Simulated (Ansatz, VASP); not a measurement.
Two plane-wave programs on Zn2B

File INCAR:

```
SYSTEM = Zn2B
PREC     = Accurate       ! precision mode
ENCUT    = 520            ! plane-wave cutoff, eV
EDIFF    = 1E-6           ! SCF threshold, eV
ISMEAR   = 0              ! smearing method
SIGMA    = 0.1            ! smearing width, eV
LREAL    = .False.        ! projectors in reciprocal space
LASPH    = .True.         ! aspherical terms in the spheres
NELM     = 60             ! most SCF steps
ALGO     = Fast           ! electronic algorithm
ISIF     = 2              ! what is computed and relaxed
LWAVE    = .False.        ! write WAVECAR
LCHARG   = .False.        ! write CHGCAR
GGA      = PE             ! functional
NBANDS   = 20             ! bands
```

KPOINTS

```
Automatic mesh
0
Gamma
  6 6 6
  0 0 0
```

The input POSCAR:

```
Zn2B
1.0
    0.0000000000      2.7454704300      2.7454704300
    2.7454704300      0.0000000000      2.7454704300
    2.7454704300      2.7454704300      0.0000000000
Zn B
2 1
Direct
    0.2500000000      0.2500000000      0.2500000000
    0.7500000000      0.7500000000      0.7500000000
    0.5000000000      0.5000000000      0.5000000000
```

Input for Ansatz:

```yaml
crystal:
  lattice:
    - [0.0, 2.74547043, 2.74547043]
    - [2.74547043, 0.0, 2.74547043]
    - [2.74547043, 2.74547043, 0.0]
  atoms:
    - { symbol: Zn, position: [0.25, 0.25, 0.25] }
    - { symbol: Zn, position: [0.75, 0.75, 0.75] }
    - { symbol: B, position: [0.5, 0.5, 0.5] }
basis:
  ecutwfc: 420
kpoints:
  mp_grid: { grid: [6, 6, 6] }
hamiltonian:
  xc: pbe
scf:
  occupations: { method: gaussian, width: 0.1 }
  lower_state_search: "off"
output:
  forces: true
  stress: true
  eigenvalues: true
```

Alike in both runs: task single point; functional PBE; k mesh 6 × 6 × 6; occupations gaussian, width 0.1 eV; no spin polarisation.

|  | VASP | Ansatz |
| --- | --- | --- |
| version | VASP 6.6.1 | Ansatz 0.2.0 |
| potentials or method | VASP PAW PBE potentials, release 64 (Zn, B) | scalar-relativistic, plane waves, PAW |
| plane-wave cutoff (eV) | 520 | 420 |
| valence electrons in the cell | 27 | 27 |

VASP gave:

* gap on the k mesh at the Fermi level (eV): none
* pressure (GPa): -9.4

What did Ansatz give for the same quantities?

gap on the k mesh at the Fermi level (eV): none; pressure (GPa): -9.7.

A gap of «none» marks a metal or a gap that the smearing closes. The functional is the same, so the differences come from potentials, cutoffs and numerics.
